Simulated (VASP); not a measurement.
Consider the following.

```
CELL_PARAMETERS angstrom
      0.00000     2.67870     2.67870
      2.67870     0.00000     2.67870
      2.67870     2.67870     0.00000
ATOMIC_POSITIONS crystal
  Co 0.00000 0.00000 0.00000
  Si 0.25000 0.25000 0.25000
  Si 0.75000 0.75000 0.75000
```

Computed with PBE GGA with spin-orbit coupling, VASP's PBE PAW potentials (set 64) (plane waves; VASP 6.6.1). Numerical set-up: 400 eV cut-off, 9×9×9 Γ-centred mesh, Gaussian smearing of 0.050 eV, potentials Co Si.

### Question
Give the energies of bands 7 to 20 at the high-symmetry points, in eV from the Fermi level.

### Answer

| band | Γ | X | U | L | W |
|---|---|---|---|---|---|
| 7 | -4.01 | -3.62 | -3.81 | -3.50 | -5.89 |
| 8 | -4.01 | -3.62 | -3.81 | -3.50 | -5.89 |
| 9 | -1.85 | -3.61 | -3.38 | -2.13 | -2.27 |
| 10 | -1.85 | -3.61 | -3.38 | -2.13 | -2.27 |
| 11 | -1.85 | -1.98 | -2.18 | -1.60 | -2.23 |
| 12 | -1.85 | -1.98 | -2.18 | -1.60 | -2.23 |
| 13 | 0.79 | -1.88 | -1.72 | -1.54 | -1.90 |
| 14 | 0.79 | -1.88 | -1.72 | -1.54 | -1.90 |
| 15 | 3.40 | -1.82 | -1.17 | -0.47 | -1.40 |
| 16 | 3.40 | -1.82 | -1.17 | -0.47 | -1.40 |
| 17 | 3.44 | -1.28 | -0.92 | -0.40 | -0.63 |
| 18 | 3.44 | -1.28 | -0.92 | -0.40 | -0.63 |
| 19 | 3.44 | 1.62 | 2.01 | 2.73 | 3.65 |
| 20 | 3.44 | 1.62 | 2.01 | 2.73 | 3.65 |

It has no gap at this level: it comes out as a metal or semimetal.

The compound is CoSi2 in the fluorite structure. It was relaxed first.
